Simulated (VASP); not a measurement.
A 71-atom supercell of GaN (wurtzite) holds Si on the Ga site with a neighbouring N vacancy in charge state -2. It is relaxed twice, with the total moment held at 0 and at 2 μB. Method: PBE GGA, VASP's PBE PAW potentials (set 64) (plane waves; VASP). Run with PREC = Normal, LREAL = Auto, ISYM = 0, NELECT = 286.0, EDIFF = 1E-5, 400 eV cut-off, 1×1×1 Γ-centred mesh, Gaussian smearing of 0.050 eV, potentials Ga N Si.

The cell is charged, with a uniform compensating background. The supercell is sampled at Γ alone, which is coarse: total energies, pressure and levels can be off, energies of defects by several tenths of an eV.

Problem. Which spin state lies lower, and by how much?

Solution. The state with 0 μB lies lower, by 0.31 eV.

The cell is a supercell with a defect, built from GaN (wurtzite).
